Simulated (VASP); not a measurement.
Given:

```xyz
8
Lattice="-0.0076 5.7768 5.7847 5.7768 -0.0076 5.7847 2.8846 2.8846 0.0000" Properties=species:S:1:pos:R:3 pbc="T T T"
Ga     5.7692     5.7692    11.4541
Ga     5.8222     8.6009     8.7248
Ga     8.6009     5.8222     8.7248
Ga     5.7692     5.7692     5.7941
Sb     1.4423     1.4423     1.4550
As     4.3299     1.4393     4.3381
As     1.4393     4.3299     4.3381
As     4.3269     4.3269     7.2330
```

The numbers are results of PBEsol GGA, VASP's PBE PAW potentials (set 64) (plane waves; VASP), not measurements. Run with 400 eV cut-off, 4×4×8 Γ-centred mesh, tetrahedra with Blöchl corrections, potentials Ga_d Sb As.

The cores are frozen, which limits the accuracy of field gradients.

Problem. Give the principal components of the electric field gradient (V/Å²) and the asymmetry η at each nucleus.

Solution. 
| atom | Vxx | Vyy | Vzz | η |
|---|---|---|---|---|
| Ga1 | 3.8 | 1.5 | -5.3 | 0.44 |
| Ga2 | 5.0 | 2.3 | -7.3 | 0.36 |
| Ga3 | 5.0 | 2.3 | -7.3 | 0.36 |
| Ga4 | -3.3 | -0.2 | 3.5 | 0.89 |
| Sb5 | 13.6 | 11.0 | -24.7 | 0.11 |
| As6 | 21.7 | 5.9 | -27.6 | 0.57 |
| As7 | 21.7 | 5.9 | -27.6 | 0.57 |
| As8 | 12.3 | 10.2 | -22.5 | 0.09 |

The structure was generated: Ga4As3Sb was put into an ordered model structure (Amm2), which need not be its known phase. It was relaxed first.
